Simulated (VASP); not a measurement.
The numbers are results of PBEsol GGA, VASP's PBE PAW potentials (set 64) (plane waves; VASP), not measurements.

A VASP calculation is set up with these files.

POSCAR:
```
MnS
5.2685460
  1.0000000000   0.5000000000   0.5000000000
  0.5000000000   1.0000000000   0.5000000000
  0.5000000000   0.5000000000   1.0000000000
Mn S
2 2
Cart
  0.0000000000   0.0000000000   0.0000000000
  1.0000000000   1.0000000000   1.0000000000
  0.5000000000   0.5000000000   0.5000000000
  1.5000000000   1.5000000000   1.5000000000
```

KPOINTS:
```
Automatic mesh
0
Gamma
4 4 4
0 0 0
```

INCAR:
```
! general
SYSTEM  = MnS
PREC    = Accurate
ENCUT   = 300
LREAL   = F   ! projection in real space or not
LASPH   = T   ! aspherical one-centre terms

! electronic loop
EDIFF   = 1E-6
NELM    = 100   ! most electronic steps
ALGO    = Normal   ! blocked Davidson
LMAXMIX = 4

! smearing
ISMEAR  = -1   ! Fermi-Dirac
SIGMA   = 0.02   ! width (eV)

! functional
GGA     = PS

! spin
ISPIN   = 2   ! spin-polarised
MAGMOM  = 5.0 -5.0 0.0 0.0

! ions
ISIF    = 2

! output
LWAVE   = F
LCHARG  = F
LORBIT  = 11   ! lm-projected
```

POTCAR, in this order: Mn_pv S (PBE.64 set). Program: vasp_std.

Output

**OUTCAR**
```
 ion  position               nearest neighbor table
   1  0.000  0.000  0.000-   4 2.63   4 2.63   4 2.63   3 2.63   3 2.63   3 2.63
   2  0.500  0.500  0.500-   3 2.63   3 2.63   3 2.63   4 2.63   4 2.63   4 2.63
   3  0.250  0.250  0.250-   1 2.63   1 2.63   1 2.63   2 2.63   2 2.63   2 2.63
   4  0.750  0.750  0.750-   2 2.63   2 2.63   2 2.63   1 2.63   1 2.63   1 2.63
  LATTYP: Found a trigonal (rhomboedric) cell.
 ALAT       =     6.4526246932
 COS(alpha) =     0.8333333333
 Subroutine PRICEL returns following result:
  LATTYP: Found a face centered cubic cell.
 ALAT       =     5.2685460000
 Subroutine GETGRP returns: Found 12 space group operations
The static configuration has the point symmetry D_3d.
The dynamic configuration has the point symmetry D_3d.
The overall configuration has the point symmetry D_3d.
 Subroutine INISYM returns: Found 12 space group operations
 Subroutine IBZKPT returns following result:
 Found     13 irreducible k-points:

 Following reciprocal coordinates:
            Coordinates               Weight
  0.000000  0.000000  0.000000      1.000000
  0.250000  0.000000  0.000000      6.000000
  0.500000  0.000000  0.000000      3.000000
  0.250000  0.250000  0.000000      6.000000
...
```

File OSZICAR:
```
       N       E                     dE             d eps       ncg     rms          rms(c)
DAV:   1     0.272766804545E+03    0.27277E+03   -0.16619E+04  1420   0.121E+03
DAV:   2    -0.568489089745E+01   -0.27845E+03   -0.27481E+03  1224   0.382E+02
DAV:   3    -0.314588288238E+02   -0.25774E+02   -0.25213E+02  1688   0.108E+02
DAV:   4    -0.320868005680E+02   -0.62797E+00   -0.62771E+00  1406   0.173E+01
DAV:   5    -0.320988204255E+02   -0.12020E-01   -0.12018E-01  1544   0.269E+00    0.151E+01
DAV:   6    -0.295336078579E+02    0.25652E+01   -0.22355E+01  1632   0.431E+01    0.131E+01
DAV:   7    -0.297973728174E+02   -0.26376E+00   -0.18481E+00  1355   0.126E+01    0.758E+00
DAV:   8    -0.297983688108E+02   -0.99599E-03   -0.32012E-01  1632   0.545E+00    0.347E+00
DAV:   9    -0.297847830934E+02    0.13586E-01   -0.57083E-02  1560   0.243E+00    0.510E-01
DAV:  10    -0.297900643643E+02   -0.52813E-02   -0.51138E-03  1373   0.644E-01    0.256E-01
DAV:  11    -0.297903835903E+02   -0.31923E-03   -0.45442E-04  1449   0.161E-01    0.141E-01
DAV:  12    -0.297904478968E+02   -0.64306E-04   -0.10623E-04  1428   0.741E-02    0.555E-02
DAV:  13    -0.297904552136E+02   -0.73168E-05   -0.14287E-05  1336   0.335E-02    0.131E-02
DAV:  14    -0.297904549444E+02    0.26920E-06   -0.70459E-06  1462   0.177E-02
   1 F= -.29790455E+02 E0= -.29790455E+02  d E =-.306282E-10  mag=     0.0000
```

File OUTCAR:
```
------------------------ aborting loop because EDIFF is reached ----------------------------------------
  FORCE on cell =-STRESS in cart. coord.  units (eV):
  Direction    XX          YY          ZZ          XY          YZ          ZX
  --------------------------------------------------------------------------------------
  Total       -4.1549676     -4.1549676     -4.1549676     -0.1411539     -0.1411539     -0.1411539
  in kB      -91.0407630    -91.0407630    -91.0407630     -3.0928671     -3.0928671     -3.0928671
  external PRESSURE =     -91.0407630 kB  Pullay stress =       0.0000000 kB
  volume of cell :       73.12
      direct lattice vectors                 reciprocal lattice vectors
     5.268546000  2.634273000  2.634273000     0.284708532 -0.094902844 -0.094902844
     2.634273000  5.268546000  2.634273000    -0.094902844  0.284708532 -0.094902844
     2.634273000  2.634273000  5.268546000    -0.094902844 -0.094902844  0.284708532
 POSITION                                       TOTAL-FORCE (eV/Angst)
 -----------------------------------------------------------------------------------
      0.00000      0.00000      0.00000        -0.000000      0.000000      0.000000
      5.26855      5.26855      5.26855        -0.000000      0.000000      0.000000
      2.63427      2.63427      2.63427         0.000000     -0.000000     -0.000000
      7.90282      7.90282      7.90282         0.000000     -0.000000      0.000000
 -----------------------------------------------------------------------------------
    total drift:                                0.000000     -0.000000      0.000000
  FREE ENERGIE OF THE ION-ELECTRON SYSTEM (eV)
  ---------------------------------------------------
  free  energy   TOTEN  =       -29.7904549444 eV

  energy  without entropy=      -29.7904549444  energy(sigma->0) =      -29.79045494

 total charge

# of ion       s       p       d       tot
------------------------------------------
    1        0.206   6.151   4.929  11.286
    2        0.206   6.151   4.929  11.286
    3        1.319   2.375   0.000   3.694
    4        1.319   2.375   0.000   3.694
--------------------------------------------------
tot          3.051  17.051   9.857  29.959

 magnetization (x)

# of ion       s       p       d       tot
------------------------------------------
    1        0.020   0.015   4.191   4.226
    2       -0.020  -0.015  -4.191  -4.226
    3        0.000   0.000   0.000   0.000
    4        0.000   0.000   0.000   0.000
--------------------------------------------------
tot          0.000   0.000  -0.000  -0.000
```
(Selected blocks of OUTCAR.)

At this cut-off the stress carries a Pulay error, which pulls relaxed volumes low.

The structure is a typed MnS crystal (Fm-3m). The cell was not relaxed at this level. The k-mesh is coarse (spacing up to 0.49 per Å, 2π included), so the numbers may not be converged in it.
